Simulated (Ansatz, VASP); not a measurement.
# One calculation of ZnGaC2N2, two programs

```
Zn Ga C N
1.0
     3.27177   -0.09749   -0.45392
     0.76018    3.91512   -0.72958
     0.35064    0.42200    5.50947
Zn Ga C N
1 1 2 2
Direct
  0.00000 0.00000 0.00000
  0.50000 0.00000 0.50000
  0.22668 0.66887 0.26094
  0.77332 0.33113 0.73906
  0.25472 0.36106 0.25546
  0.74528 0.63894 0.74454
```

Alike in both runs: functional PBE; k mesh 6 × 4 × 4; occupations gaussian, width 0.1 eV; no spin polarisation.

Ansatz relaxed the structure, and its values are those at the end. VASP's run is a single point on that final structure, the one shown.

|  | VASP | Ansatz |
| --- | --- | --- |
| version | VASP 6.6.1 | Ansatz 0.2.0 |
| potentials or method | VASP PAW PBE potentials, release 64 (Zn, Ga_d, C, N) | scalar-relativistic, plane waves, PAW |
| plane-wave cutoff (eV) | 520 | 420 |
| valence electrons in the cell | 43 | 43 |

```tsv
	VASP	Ansatz	Ansatz less VASP
gap on the k mesh at the Fermi level (eV)	none	none	-
pressure (GPa)	0.5	0.0	-0.45
rms of the force components (eV/Å)	0.061	0.014	-0.0472
```

A gap of «none» marks a metal or a gap that the smearing closes. The functional is the same, so the differences come from potentials, cutoffs and numerics.

Caveats: the k mesh is coarse (spacing up to 0.40 Å⁻¹), so the values aren't converged; the standard files for N, O and F lose accuracy on very short bonds.
